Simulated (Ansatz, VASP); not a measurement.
## Cross-check of Pb (Pb(110)) between VASP and Ansatz

Wanted: the spread between two codes on one cell, functional and k mesh.

Main program and level: Ansatz 0.2.0; plane waves, with VASP 6.6.1 beside it; single point at PBE.

## (1) Set-up

The cell holds 9 atoms: 9 Pb. Cell: a = 5.030 Å, b = 3.557 Å, c = 29.227 Å, α = 90.0°, β = 90.0°, γ = 90.0°. It derives from Pb. As first built, before any earlier steps moved the atoms (in the runner's words): 9 layers of fcc Pb, cut at this functional's lattice. Vacuum lies along c.

## (2) VASP: single point, PBE

With cell and atoms fixed, the geometry can't cause a difference; cores, projectors, grids and the points listed under the comparison can.

Lines of VASP's logs that name or quote its potential files are left out, and so is its time.

File INCAR:

```
SYSTEM = Pb
PREC = Normal
ENCUT = 320
EDIFF = 1E-06
NELM = 120
ISMEAR = 1
SIGMA = 0.15
LREAL = .FALSE.
ALGO = Fast
GGA = PE
NBANDS = 27
LORBIT = 11
LWAVE = .FALSE.
LCHARG = .TRUE.
KPAR = 4
IDIPOL = 3
LDIPOL = .TRUE.
DIPOL = 0.5 0.5 0.5
LVHAR = .TRUE.
LVACPOTAV = .TRUE.
NEDOS = 1500
```

File POSCAR:

```
Pb
1.0
    5.0298795346      0.0000000000      0.0000000000
    0.0000000000      3.5566619275      0.0000000000
    0.0000000000      0.0000000000     29.2266477099
Pb
9
Direct
    0.0000000000      0.0000000000      0.2634300988
    0.5000000000      0.5000000000      0.3139413257
    0.0000000000      0.0000000000      0.3771599665
    0.5000000000      0.5000000000      0.4366571021
    0.0000000000      0.0000000000      0.5000000000
    0.5000000000      0.5000000000      0.5633428979
    0.0000000000      0.0000000000      0.6228400335
    0.5000000000      0.5000000000      0.6860586743
    0.0000000000      0.0000000000      0.7365699012
```

File KPOINTS:

```
Automatic mesh
0
Gamma
6 9 1
0 0 0
```

The projector-augmented-wave data sets are Pb (PBE family, release 64).

On the command line:

```
$ mpirun -np 4 vasp_std
```

Numbers of over 12 decimals in the logs are rounded to 6 here.

Log:

```text
[banner, memory and clock lines left out]
running    4 mpi-ranks, on    1 nodes
 distrk:  each k-point on    1 cores,    4 groups
 distr:  one band on    1 cores,    1 groups

 POSCAR found type information on POSCAR Pb
 POSCAR found :  1 types and       9 ions
 LDA part: xc-table for (Slater+PW92), standard interpolation
 POSCAR, INCAR and KPOINTS ok, starting setup
 FFT: planning ... GRIDC
 FFT: planning ... GRID_SOFT
 FFT: planning ... GRID
 WAVECAR not read
 entering main loop
       N       E                     dE             d eps       ncg     rms          rms(c)
DAV:   1     0.162283393560E+03    0.16228E+03   -0.79994E+03  1080   0.643E+02
DAV:   2    -0.111353639471E+02   -0.17342E+03   -0.16728E+03  1533   0.124E+02
DAV:   3    -0.305474048167E+02   -0.19412E+02   -0.19150E+02  1308   0.484E+01
DAV:   4    -0.315399616148E+02   -0.99256E+00   -0.98750E+00  1656   0.111E+01
DAV:   5    -0.315568287441E+02   -0.16867E-01   -0.16854E-01  1478   0.165E+00    0.128E+01
RMM:   6    -0.314557218704E+02    0.10111E+00   -0.32282E-01  1291   0.110E+00    0.776E+00
RMM:   7    -0.323437451879E+02   -0.88802E+00   -0.13859E+00  1540   0.198E+00    0.395E+00
RMM:   8    -0.313503512675E+02    0.99339E+00   -0.72716E-01  1481   0.139E+00    0.662E-01
RMM:   9    -0.313503156858E+02    0.35582E-04   -0.85245E-02  1503   0.602E-01    0.399E-01
RMM:  10    -0.313502548110E+02    0.60875E-04   -0.60560E-03  1474   0.235E-01    0.253E-01
RMM:  11    -0.313498475090E+02    0.40730E-03   -0.17496E-03  1393   0.111E-01    0.631E-02
RMM:  12    -0.313498281550E+02    0.19354E-04   -0.41669E-04  1398   0.563E-02    0.362E-02
RMM:  13    -0.313498389230E+02   -0.10768E-04   -0.28844E-04  1327   0.448E-02    0.239E-02
RMM:  14    -0.313498999107E+02   -0.60988E-04   -0.11191E-04  1361   0.258E-02    0.148E-02
RMM:  15    -0.313499436575E+02   -0.43747E-04   -0.54051E-05  1315   0.181E-02    0.733E-03
RMM:  16    -0.313499875983E+02   -0.43941E-04   -0.16890E-05  1273   0.970E-03    0.359E-03
RMM:  17    -0.313500418892E+02   -0.54291E-04   -0.99213E-06  1112   0.796E-03    0.368E-03
RMM:  18    -0.313500681611E+02   -0.26272E-04   -0.25950E-06  1023   0.365E-03    0.242E-03
RMM:  19    -0.313501094048E+02   -0.41244E-04   -0.23404E-06   964   0.301E-03    0.113E-03
RMM:  20    -0.313501199196E+02   -0.10515E-04   -0.28847E-07   604   0.140E-03    0.684E-04
RMM:  21    -0.313501394928E+02   -0.19573E-04   -0.13342E-06   752   0.192E-03    0.494E-04
RMM:  22    -0.313501419244E+02   -0.24316E-05   -0.16346E-07   511   0.114E-03    0.235E-04
RMM:  23    -0.313501425563E+02   -0.63185E-06   -0.49352E-08   436   0.991E-04
|                                                                             |
|           W    W    AA    RRRRR   N    N  II  N    N   GGGG   !!!           |
|           W    W   A  A   R    R  NN   N  II  NN   N  G    G  !!!           |
|           W    W  A    A  R    R  N N  N  II  N N  N  G       !!!           |
|           W WW W  AAAAAA  RRRRR   N  N N  II  N  N N  G  GGG   !            |
|           WW  WW  A    A  R   R   N   NN  II  N   NN  G    G                |
|           W    W  A    A  R    R  N    N  II  N    N   GGGG   !!!           |
|                                                                             |
|     Did not find any points to average over, which means that no vacuum     |
|     field-free region was found. Please increase the size of  your cell     |
|     in the dimension of the dipole correction to obtain accurate            |
|     workfunction values.                                                    |
|                                                                             |

   1 F= -.31350143E+02 E0= -.31347292E+02  d E =-.855154E-02
```

From OUTCAR (step 2):

```text
ion  position               nearest neighbor table
   1  0.000  0.000  0.263-   3 3.32   2 3.42   2 3.42   2 3.42   2 3.42
   2  0.500  0.500  0.314-   1 3.42   1 3.42   1 3.42   1 3.42   4 3.59   3 3.59   3 3.59   3 3.59
                             3 3.59
   3  0.000  0.000  0.377-   1 3.32   4 3.54   4 3.54   4 3.54   4 3.54   5 3.59   2 3.59   2 3.59
                             2 3.59   2 3.59
   4  0.500  0.500  0.437-   3 3.54   3 3.54   3 3.54   3 3.54   2 3.59   5 3.59   5 3.59   5 3.59
                             5 3.59   6 3.70
   5  0.000  0.000  0.500-   3 3.59   7 3.59   6 3.59   4 3.59   4 3.59   6 3.59   4 3.59   6 3.59
                             4 3.59   6 3.59
   6  0.500  0.500  0.563-   7 3.54   7 3.54   7 3.54   7 3.54   8 3.59   5 3.59   5 3.59   5 3.59
                             5 3.59   4 3.70
   7  0.000  0.000  0.623-   9 3.32   6 3.54   6 3.54   6 3.54   6 3.54   5 3.59   8 3.59   8 3.59
                             8 3.59   8 3.59
   8  0.500  0.500  0.686-   9 3.42   9 3.42   9 3.42   9 3.42   6 3.59   7 3.59   7 3.59   7 3.59
                             7 3.59
   9  0.000  0.000  0.737-   7 3.32   8 3.42   8 3.42   8 3.42   8 3.42

  LATTYP: Found a simple orthorhombic cell.
 ALAT       =     3.5566619275
 B/A-ratio  =     1.4142135624
 C/A-ratio  =     8.2174376721

 Subroutine GETGRP returns: Found  8 space group operations
 (whereof  8 operations were pure point group operations)

The static configuration has the point symmetry D_2h.

 Found     20 irreducible k-points:

   k-points           NKPTS =     20   k-points in BZ     NKDIM =     20   number of bands    NBANDS=     27

   dimension x,y,z NGX =    24 NGY =   16 NGZ =  128
   dimension x,y,z NGXF=    48 NGYF=   32 NGZF=  256

   ENCUT  =  320.0 eV  23.52 Ry    4.85 a.u.   7.34  5.19 42.63*2*pi/ulx,y,z

   NELECT =      36.0000    total number of electrons

 k-points in reciprocal lattice and weights: Automatic mesh
   0.00000000  0.00000000  0.00000000       0.019
   0.16666667  0.00000000  0.00000000       0.037
   0.33333333  0.00000000  0.00000000       0.037
   0.50000000  0.00000000  0.00000000       0.019
   0.00000000  0.11111111  0.00000000       0.037
   0.16666667  0.11111111  0.00000000       0.074
   0.33333333  0.11111111  0.00000000       0.074
   0.50000000  0.11111111  0.00000000       0.037
   0.00000000  0.22222222  0.00000000       0.037
[...]
0.33333333  0.44444444  0.00000000       0.074
   0.50000000  0.44444444  0.00000000       0.037

 dipolmoment           0.000000      0.000000      0.000000 electrons x Angstroem

 average (electrostatic) potential at core
       1 -46.9108       2 -46.8173       3 -46.8508       4 -46.9156       5 -46.9579
       6 -46.9156       7 -46.8508       8 -46.8173       9 -46.9108

 E-fermi :   0.8216

 k-point     1 :       0.0000    0.0000    0.0000
  band No.  band energies     occupation
    ...
     13      -0.7432      2.00000
     14      -0.7197      2.00000
     15      -0.0876      2.00000
     16      -0.0084      2.00000
     17       0.3503      2.00008
     18       1.3589     -0.00000
     19       1.4011     -0.00000
     20       1.8741     -0.00000
     21       2.4212     -0.00000
     22       2.9569     -0.00000
    ...

 k-point     2 :       0.1667    0.0000    0.0000
  band No.  band energies     occupation
    ...
     12      -1.3808      2.00000
     13      -1.2372      2.00000
     14      -0.9995      2.00000
     15       0.0788      2.00000
     16       0.6788      2.03876
     17       1.0133     -0.07011
     18       1.5412     -0.00000
     19       1.7034     -0.00000
     20       2.4903     -0.00000
     21       2.4981     -0.00000
    ...

 k-point     3 :       0.3333    0.0000    0.0000
  band No.  band energies     occupation
    ...
     12      -1.7238      2.00000
     13      -1.2487      2.00000
     14      -0.4017      2.00000
     15       0.1347      2.00000
     16       0.6407      2.07081
     17       1.6488     -0.00000
     18       2.5044     -0.00000
     19       2.8484     -0.00000
     20       3.1783     -0.00000
     21       3.3960     -0.00000
    ...

  Total       -0.4692996     -1.4934191     -0.7321952     -0.0000000      0.0000000      0.0000000
  in kB       -1.4380752     -4.5762853     -2.2436663     -0.0000000      0.0000000      0.0000000
  external PRESSURE =      -2.7526756 kB  Pullay stress =       0.0000000 kB

  energy-cutoff  :      320.00
  volume of cell :      522.85
      direct lattice vectors                 reciprocal lattice vectors
     5.029879535  0.000000000  0.000000000     0.198811918  0.000000000  0.000000000
     0.000000000  3.556661927  0.000000000     0.000000000  0.281162511  0.000000000
     0.000000000  0.000000000 29.226647710     0.000000000  0.000000000  0.034215351

 POSITION                                       TOTAL-FORCE (eV/Angst)
 -----------------------------------------------------------------------------------
      0.00000      0.00000      7.69918         0.000000      0.000000      0.027826
      2.51494      1.77833      9.17545         0.000000      0.000000      0.028343
      0.00000      0.00000     11.02312         0.000000     -0.000000      0.000644
      2.51494      1.77833     12.76202         0.000000      0.000000      0.010909
      0.00000      0.00000     14.61332         0.000000      0.000000      0.000000
      2.51494      1.77833     16.46462         0.000000      0.000000     -0.010909
      0.00000      0.00000     18.20353         0.000000      0.000000     -0.000644
      2.51494      1.77833     20.05120         0.000000      0.000000     -0.028343
      0.00000      0.00000     21.52747         0.000000     -0.000000     -0.027826
 -----------------------------------------------------------------------------------
    total drift:                                0.000000     -0.000000      0.000000

  FREE ENERGIE OF THE ION-ELECTRON SYSTEM (eV)
  ---------------------------------------------------
  free  energy   TOTEN  =       -31.3501425563 eV

  energy  without entropy=      -31.3415910206  energy(sigma->0) =      -31.34729204

 vacuum level on the upper side and lower side of the slab         4.546         4.546

 total charge
# of ion       s       p       d       tot
------------------------------------------
    1        1.725   1.276   0.047   3.047
    2        1.729   1.318   0.065   3.111
    3        1.735   1.310   0.065   3.110
    4        1.739   1.263   0.061   3.064
    5        1.735   1.255   0.059   3.049
    6        1.739   1.263   0.061   3.064
    7        1.735   1.310   0.065   3.110
    8        1.729   1.318   0.065   3.111
    9        1.725   1.276   0.047   3.047
--------------------------------------------------
tot         15.590  11.589   0.535  27.715

[... 3 further parts left out ...]
```

The data set Pb keeps the semicore shell frozen, which is cheaper and a little less accurate.

[end of part 1 of 2]

[Lines on the potential files, build, host, timing and source positions are cut from VASP's logs without a mark.]

[Logs are printed without paths, hosts, clocks, repeated set-up lines and the standing remarks that a program may print on its own settings, such as how far it seeks lower states.]

[Hosts, paths, dates, database ids (printed as entryN), source tags and the programs' standing remarks are cut or masked in the printed files.]
